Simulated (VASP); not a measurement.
Output of a VASP run:

**OSZICAR**
```
       N       E                     dE             d eps       ncg     rms          rms(c)
DAV:   1     0.654340559343E+02    0.65434E+02   -0.72043E+03   980   0.117E+03
DAV:   2    -0.160174909380E+02   -0.81452E+02   -0.77417E+02  1004   0.225E+02
DAV:   3    -0.193660514913E+02   -0.33486E+01   -0.32533E+01  1374   0.498E+01
DAV:   4    -0.194351436764E+02   -0.69092E-01   -0.68955E-01  1142   0.633E+00
DAV:   5    -0.194379911426E+02   -0.28475E-02   -0.28471E-02  1552   0.143E+00    0.180E+01
DAV:   6    -0.255734625569E+02   -0.61355E+01   -0.11494E+02  1034   0.337E+02    0.162E+01
DAV:   7    -0.175821154284E+02    0.79913E+01   -0.24426E+01  1178   0.102E+02    0.589E+00
DAV:   8    -0.166877898417E+02    0.89433E+00   -0.31879E+00  1310   0.638E+01    0.804E-01
DAV:   9    -0.166955468450E+02   -0.77570E-02   -0.33734E-01  1578   0.962E+00    0.631E-01
DAV:  10    -0.166946386869E+02    0.90816E-03   -0.61200E-03  1258   0.774E-01    0.609E-01
DAV:  11    -0.166897219946E+02    0.49167E-02   -0.74526E-03  1418   0.310E+00    0.264E-01
DAV:  12    -0.166888030407E+02    0.91895E-03   -0.85443E-03  1482   0.309E+00    0.944E-02
DAV:  13    -0.166887368758E+02    0.66165E-04   -0.53398E-04  1560   0.439E-01    0.594E-02
DAV:  14    -0.166886934777E+02    0.43398E-04   -0.80390E-05  1526   0.293E-01    0.235E-02
DAV:  15    -0.166886854210E+02    0.80567E-05   -0.33137E-05  1552   0.186E-01    0.142E-03
DAV:  16    -0.166886854838E+02   -0.62871E-07   -0.11694E-06   696   0.109E-02
   1 F= -.16688685E+02 E0= -.16689203E+02  d E =-.166887E+02
       N       E                     dE             d eps       ncg     rms          rms(c)
DAV:   1    -0.175171135662E+02   -0.82843E+00   -0.89750E+00   998   0.879E+01    0.877E+00
DAV:   2    -0.183337060944E+02   -0.81659E+00   -0.21100E+01  1086   0.157E+02    0.746E+00
DAV:   3    -0.167359823933E+02    0.15977E+01   -0.50156E+00  1148   0.829E+01    0.118E+00
DAV:   4    -0.167278979939E+02    0.80844E-02   -0.70502E-01  1410   0.221E+01    0.129E+00
DAV:   5    -0.167094984851E+02    0.18400E-01   -0.10090E-01  1324   0.111E+01    0.156E-01
DAV:   6    -0.167109768045E+02   -0.14783E-02   -0.12716E-02  1222   0.402E+00    0.275E-01
DAV:   7    -0.167093789653E+02    0.15978E-02   -0.54128E-03  1246   0.284E+00    0.277E-02
DAV:   8    -0.167094058486E+02   -0.26883E-04   -0.36123E-04  1076   0.159E-01    0.961E-03
DAV:   9    -0.167094060046E+02   -0.15602E-06   -0.93335E-06  1336   0.280E-02
   2 F= -.16709406E+02 E0= -.16709645E+02  d E =-.207205E-01
       N       E                     dE             d eps       ncg     rms          rms(c)
DAV:   1    -0.167476078599E+02   -0.38202E-01   -0.48060E-01   992   0.210E+01    0.160E+00
DAV:   2    -0.167523105320E+02   -0.47027E-02   -0.52820E-01  1168   0.278E+01    0.139E+00
DAV:   3    -0.167128231668E+02    0.39487E-01   -0.18649E-01  1144   0.164E+01    0.308E-01
DAV:   4    -0.167117469638E+02    0.10762E-02   -0.51802E-03  1456   0.167E+00    0.418E-02
DAV:   5    -0.167117263927E+02    0.20571E-04   -0.14580E-04  1488   0.127E-01    0.311E-02
DAV:   6    -0.167117116478E+02    0.14745E-04   -0.18296E-05  1532   0.149E-01    0.624E-03
DAV:   7    -0.167117120548E+02   -0.40703E-06   -0.26201E-06   774   0.218E-02
   3 F= -.16711712E+02 E0= -.16712035E+02  d E =-.230266E-01
```

### OUTCAR
```
------------------------ aborting loop because EDIFF is reached ----------------------------------------
  FORCE on cell =-STRESS in cart. coord.  units (eV):
  Direction    XX          YY          ZZ          XY          YZ          ZX
  --------------------------------------------------------------------------------------
  Total        0.0291193      0.0291193      0.0291193      0.0000000     -0.0000000      0.0000000
  in kB        0.7907460      0.7907460      0.7907460      0.0000000     -0.0000000      0.0000000
  external PRESSURE =       0.7907460 kB  Pullay stress =       0.0000000 kB
  volume of cell :       59.00
      direct lattice vectors                 reciprocal lattice vectors
     3.893003191  0.000000000  0.000000000     0.256871097 -0.000000000 -0.000000000
     0.000000000  3.893003191 -0.000000000    -0.000000000  0.256871097  0.000000000
     0.000000000 -0.000000000  3.893003191    -0.000000000  0.000000000  0.256871097
 POSITION                                       TOTAL-FORCE (eV/Angst)
 -----------------------------------------------------------------------------------
      0.00000      0.00000      0.00000        -0.000000      0.000000      0.000000
      1.94650      1.94650     -0.00000         0.000000     -0.000000      0.000000
      1.94650     -0.00000      1.94650         0.000000      0.000000      0.000000
      0.00000      1.94650      1.94650         0.000000     -0.000000      0.000000
 -----------------------------------------------------------------------------------
    total drift:                               -0.000000     -0.000000     -0.000000
  FREE ENERGIE OF THE ION-ELECTRON SYSTEM (eV)
  ---------------------------------------------------
  free  energy   TOTEN  =       -16.7117120548 eV

  energy  without entropy=      -16.7126804904  energy(sigma->0) =      -16.71203487

 reached required accuracy - stopping structural energy minimisation
```
(Selected blocks of OUTCAR.)

POSCAR:
```
Al3Cu
1
    3.9400000000     0.0000000000     0.0000000000
    0.0000000000     3.9400000000     0.0000000000
    0.0000000000     0.0000000000     3.9400000000
Cu Al
1 3
Direct
  0.0000000000   0.0000000000   0.0000000000
  0.5000000000   0.5000000000   0.0000000000
  0.5000000000   0.0000000000   0.5000000000
  0.0000000000   0.5000000000   0.5000000000
```

### Question
Write an INCAR and KPOINTS that could have produced this output.

### Answer
Several could match; the one computed here: the input of the run itself, PBEsol GGA, plane waves, VASP's PBE PAW potentials (set 64).

**KPOINTS**
```
Automatic mesh
0
Gamma
8 8 8
0 0 0
```

### INCAR
```
# general
SYSTEM  = Al3Cu
PREC    = Accurate
ENCUT   = 400
LREAL   = F
LASPH   = T

# electronic loop
EDIFF   = 1E-6
NELM    = 100
ALGO    = Normal
LMAXMIX = 4

# smearing
ISMEAR  = 1
SIGMA   = 0.1

# functional
GGA     = PS

# ions
IBRION  = 2
NSW     = 60
ISIF    = 3
EDIFFG  = -0.01

# output
LWAVE   = F
LCHARG  = F
```

POTCAR, in this order: Cu Al (PBE.64 set). Program: vasp_std.

Energy and stress use the plane-wave basis of the starting cell.

The structure was generated: Al3Cu was put into an ordered model structure (Pm-3m), which need not be its known phase. This run relaxes it. Symmetry was kept, so distortions that lower it aren't found.
